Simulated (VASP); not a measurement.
Consider the following.

```
CELL_PARAMETERS angstrom
      0.00000     2.59231     2.59231
      2.59231     0.00000     2.59231
      2.59231     2.59231     0.00000
ATOMIC_POSITIONS crystal
  Sr 0.50000 0.50000 0.50000
  O  0.00000 0.00000 0.00000
```

Method: PBE GGA, VASP's PBE PAW potentials (set 64) (plane waves; VASP 6.6.1). Settings: 400 eV cut-off, 6×6×6 Γ-centred mesh, Fermi-Dirac smearing of 0.050 eV, potentials Sr_sv O.

At this cut-off the stress carries a Pulay error, which pulls relaxed volumes low.

Problem. Estimate the energy per atom (σ→0), pressure, band gap (on the k-mesh) with the smallest direct gap where there is one.

Solution. 
```
Item                                                 Result
-----------------------------------  ----------------------
band gap (on the k-mesh)                            3.28 eV
smallest direct gap (on the k-mesh)                 3.39 eV
energy per atom (σ→0)                -582.2 kJ/mol of atoms
pressure                                          -1.89 GPa
```

Total energies compare only between runs with the same potentials, cut-off and functional.

The structure comes from a computed database's SrO entry; how it stands against other phases isn't given here. The cell was not relaxed at this level.
